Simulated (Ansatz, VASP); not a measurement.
## Two plane-wave programs on B3C

Contents of INCAR:

```
PREC     = Accurate       # precision mode
ENCUT    = 600            # plane-wave cutoff, eV
EDIFF    = 1E-7           # SCF threshold, eV
ISMEAR   = 0              # smearing method
SIGMA    = 0.1            # smearing width, eV
LREAL    = F              # projectors in reciprocal space
LASPH    = T              # aspherical terms in the spheres
NELM     = 80             # most SCF steps
ALGO     = Normal         # electronic algorithm
ISIF     = 3              # what is computed and relaxed
LWAVE    = F              # write WAVECAR
LCHARG   = F              # write CHGCAR
GGA      = PE             # functional
IBRION   = 2              # ionic algorithm
NSW      = 90             # ionic steps
EDIFFG   = -0.04          # ionic threshold
```

Contents of KPOINTS:

```
Automatic mesh
0
Gamma
  6 6 6
```

File POSCAR:

```
B3C
1.0
    3.7332755501      0.0000000000      0.0000000000
    0.0000000000      3.7332755501      0.0000000000
    0.0000000000      0.0000000000      3.7332755501
B C
6 2
Direct
    0.2500000000      0.5000000000      0.0000000000
    0.7500000000      0.5000000000      0.0000000000
    0.0000000000      0.2500000000      0.5000000000
    0.0000000000      0.7500000000      0.5000000000
    0.5000000000      0.0000000000      0.2500000000
    0.5000000000      0.0000000000      0.7500000000
    0.0000000000      0.0000000000      0.0000000000
    0.5000000000      0.5000000000      0.5000000000
```

Input for Ansatz:

```yaml
crystal:
  lattice:
    - [3.7332755501, 0.0, 0.0]
    - [0.0, 3.7332755501, 0.0]
    - [0.0, 0.0, 3.7332755501]
  atoms:
    - { symbol: B, position: [0.25, 0.5, 0.0] }
    - { symbol: B, position: [0.75, 0.5, 0.0] }
    - { symbol: B, position: [0.0, 0.25, 0.5] }
    - { symbol: B, position: [0.0, 0.75, 0.5] }
    - { symbol: B, position: [0.5, 0.0, 0.25] }
    - { symbol: B, position: [0.5, 0.0, 0.75] }
    - { symbol: C, position: [0.0, 0.0, 0.0] }
    - { symbol: C, position: [0.5, 0.5, 0.5] }
basis:
  ecutwfc: 420
kpoints:
  mp_grid: { grid: [6, 6, 6] }
hamiltonian:
  xc: pbe
scf:
  occupations: { method: gaussian, width: 0.1 }
  lower_state_search: "off"
output:
  forces: true
  stress: true
  eigenvalues: true
relax:
  adjacent_minimum: "off"
  f_tol: 0.04
  max_steps: 70
  cell: { stress_tol: 0.4 }
```

Alike in both runs: task relaxation of cell and atoms; functional PBE; k mesh 6 × 6 × 6; occupations gaussian, width 0.1 eV; no spin polarisation.

|  | VASP | Ansatz |
| --- | --- | --- |
| version | VASP 6.6.1 | Ansatz 0.2.0 |
| potentials or method | VASP PAW PBE potentials, release 64 (B, C) | scalar-relativistic, plane waves, PAW |
| plane-wave cutoff (eV) | 600 | 420 |
| valence electrons in the cell | 26 | 26 |

Ansatz gave:

* gap on the k mesh at the Fermi level, each at its own relaxed structure (eV): none
* relaxed volume (Å³/atom): 6.42
* relaxed cell length with the largest relative difference (Å): 3.717

**Question.** Which values does VASP return?

**Answer.** gap on the k mesh at the Fermi level, each at its own relaxed structure (eV): none; relaxed volume (Å³/atom): 6.40; relaxed cell length with the largest relative difference (Å): 3.713.

A gap of «none» marks a metal or a gap that the smearing closes.
